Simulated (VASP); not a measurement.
Runs of VASP 6.6.1 on BFH2. The cell holds a molecule in a box, 4 atoms: a = 12.000 Å, b = 11.000 Å, c = 11.000 Å, α = 90.00°, β = 90.00°, γ = 90.00°. 

```csv
task,level,potentials or basis,cell,cutoff (eV),grid for exact exchange (PRECFOCK),exchange at q = 0,gap on the mesh (eV),largest force (eV/Å)
single point,B3LYP+D4,"VASP PAW PBE potentials, release 64 (B, F, H)",as given,520,Fast,default,7.66,(a)
single point,PBE,"VASP PAW PBE potentials, release 64 (B, F, H)","atoms moved at random, drawn with an rms of 0.05 Å",520,-,-,5.47,1.82
single point,PBE,"VASP PAW PBE potentials, release 64 (B, F, H)",as given,520,-,-,5.48,0.72
single point,RPBE+D3(BJ),"VASP PAW PBE potentials, release 64 (B, F, H)",as given,520,-,-,5.56,1.03
electron localisation function,PBE,"VASP PAW PBE potentials, release 64 (B, F, H)",as given,520,-,-,5.48,0.72
relaxation of the atoms,BLYP+D3(BJ),"VASP PAW PBE potentials, release 64 (B_h, F_h, H_h)",atoms relaxed,900,-,-,5.56,0.01
relaxation of the atoms,PBE,"VASP PAW PBE potentials, release 64 (B, F, H)","atoms relaxed from: atoms moved at random, drawn with an rms of 0.02 Å",520,-,-,5.46,0.01
atomic charges,PBE+TS,"VASP PAW PBE potentials, release 64 (B, F, H)",as given,520,-,-,5.48,0.72
```

Alike in all rows: no spin polarisation; k mesh 1 × 1 × 1; smearing gaussian 0.01 eV.

**Question.** Fill in the values left out.

**Answer.** (a) 0.45.

Caveats: the PAW data sets were made with another functional, which shifts forces and pressure a little (some runs).

